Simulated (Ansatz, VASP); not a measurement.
Two plane-wave programs on Rb3Hg

File INCAR:

```
SYSTEM = Rb3Hg
PREC     = Accurate       ! precision mode
ENCUT    = 520            ! plane-wave cutoff, eV
EDIFF    = 1E-6           ! SCF threshold, eV
ISMEAR   = -1             ! smearing method
SIGMA    = 0.3            ! smearing width, eV
LREAL    = .FALSE.        ! projectors in reciprocal space
LASPH    = .TRUE.         ! aspherical terms in the spheres
NELM     = 100            ! most SCF steps
ALGO     = Normal         ! electronic algorithm
ISIF     = 2              ! what is computed and relaxed
LWAVE    = .FALSE.        ! write WAVECAR
LCHARG   = .FALSE.        ! write CHGCAR
GGA      = CA             ! functional
NBANDS   = 28             ! bands
```

KPOINTS

```
regular mesh
0
G
  4 4 4
  0 0 0
```

Contents of POSCAR:

```
Rb3Hg
1.0
    0.0000000000      4.9242902262      4.9242902262
    4.9242902262      0.0000000000      4.9242902262
    4.9242902262      4.9242902262      0.0000000000
Rb Hg
3 1
Direct
    0.2500000000      0.2500000000      0.2500000000
    0.7500000000      0.7500000000      0.7500000000
    0.5000000000      0.5000000000      0.5000000000
    0.0000000000      0.0000000000      0.0000000000
```

Input for Ansatz:

```yaml
crystal:
  lattice:
    - [0.0, 4.924290226177234, 4.924290226177234]
    - [4.924290226177234, 0.0, 4.924290226177234]
    - [4.924290226177234, 4.924290226177234, 0.0]
  atoms:
    - { symbol: Rb, position: [0.25, 0.25, 0.25] }
    - { symbol: Rb, position: [0.75, 0.75, 0.75] }
    - { symbol: Rb, position: [0.5, 0.5, 0.5] }
    - { symbol: Hg, position: [0.0, 0.0, 0.0] }
basis:
  ecutwfc: 500.0
kpoints:
  mp_grid:
    grid: [4, 4, 4]
hamiltonian:
  xc: lda
scf:
  occupations:
    method: fermi_dirac
    width: 0.3
output:
  stress: true
```

The cell comes from a database or a generator and needn't be the stable form of this composition.

Alike in both runs: task single point; functional LDA; k mesh 4 × 4 × 4; occupations fermi-dirac, width 0.3 eV; no spin polarisation.

|  | VASP | Ansatz |
| --- | --- | --- |
| version | VASP 6.6.1 | Ansatz 0.2.0 |
| potentials or method | VASP PAW LDA potentials, release 64 (Rb_sv, Hg) | plane waves, PAW |
| plane-wave cutoff (eV) | 520 | 500 |
| valence electrons in the cell | 39 | 47 |

|  | VASP | Ansatz | Ansatz less VASP |
| --- | --- | --- | --- |
| pressure (GPa) | -0.7 | -0.7 | +0.01 |

The two sets of potentials don't hold the same shells in valence.

The runs have no spin-orbit coupling, so splittings on Hg are missing.
